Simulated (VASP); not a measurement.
```
AlP
1.0
    3.58500     0.00000     0.00000
   -1.79250     3.10470     0.00000
    0.00000     0.00000     5.90005
Al P
2 2
Direct
  0.33333   0.66667   0.00056
  0.66667   0.33333   0.50056
  0.33333   0.66667   0.37444
  0.66667   0.33333   0.87444
```

Calculation: PBEsol GGA, VASP's PBE PAW potentials (set 64) (plane waves; VASP). Numerical set-up: 500 eV cut-off, 7×7×4 Γ-centred mesh, Gaussian smearing of 0.050 eV, potentials Al P.

Q: Predict the energy per atom (σ→0), pressure.

A: 
```json
{
  "energy per atom (σ→0)": "-5.179 eV/atom",
  "pressure": "29.91 GPa"
}
```

The absolute energy has meaning only against runs of the same code, potentials and settings.

The structure was generated: AlP was put into the wurtzite type (P6_3mc), which need not be its known phase. It was relaxed first under an external pressure of 30 GPa.
